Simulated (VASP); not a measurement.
An input for Quantum ESPRESSO's pw.x (written as the equivalent of a VASP run, and not itself run):

```
&CONTROL
  calculation = 'vc-relax'
  pseudo_dir = './pseudo'
  outdir = './out'
  tprnfor = .true.
  tstress = .true.
  nstep = 40
  forc_conv_thr = 0.00078
/
&SYSTEM
  ibrav = 0
  nat = 2
  ntyp = 2
  ecutwfc = 84
  occupations = 'smearing'
  smearing = 'methfessel-paxton'
  degauss = 0.00735
  input_dft = 'pbesol'
/
&ELECTRONS
  conv_thr = 7.3e-08
  electron_maxstep = 100
/
&IONS
/
&CELL
/
ATOMIC_SPECIES
  In 114.818 In.upf
  As 74.922 As.upf
CELL_PARAMETERS angstrom
     0.0000000    3.0450900    3.0450900
     3.0450900    0.0000000    3.0450900
     3.0450900    3.0450900    0.0000000
ATOMIC_POSITIONS crystal
  In   0.0000000  0.0000000  0.0000000
  As   0.2500000  0.2500000  0.2500000
K_POINTS automatic
  10 10 10 0 0 0
```

Q: Write the VASP files for the same calculation (PBEsol).

A: Several could match; the one computed here: 
**INCAR**
```
SYSTEM  =  InAs
PREC  =  Accurate; ENCUT  =  500; LREAL  =  F
LASPH  =  T
EDIFF  =  1E-6; NELM  =  100; ALGO  =  Normal
LMAXMIX  =  4
ISMEAR  =  1; SIGMA  =  0.1
GGA  =  PS
IBRION  =  2; NSW  =  40; ISIF  =  3
EDIFFG  =  -0.02
LWAVE  =  F; LCHARG  =  F
```

### POSCAR
```
InAs
1
    0.0000000000     3.0450899932     3.0450899932
    3.0450899932     0.0000000000     3.0450899932
    3.0450899932     3.0450899932     0.0000000000
In As
1 1
Direct
  0.0000000000   0.0000000000   0.0000000000
  0.2500000000   0.2500000000   0.2500000000
```

**KPOINTS**
```
K-points
0
Gamma
10 10 10
```

POTCAR, in this order: In_d As (PBE.64 set). Program: vasp_std.

Limits of the translation: the potentials are each code's own (VASP's PAW set, PseudoDojo norm-conserving files in pw.x), so ENCUT and ecutwfc are chosen apart and not converted; conv_thr bounds pw.x's estimated SCF error, while EDIFF bounds the energy change between steps; forc_conv_thr acts on force components and is met together with etot_conv_thr.

The compound is InAs in the zinc blende structure. It was relaxed first.
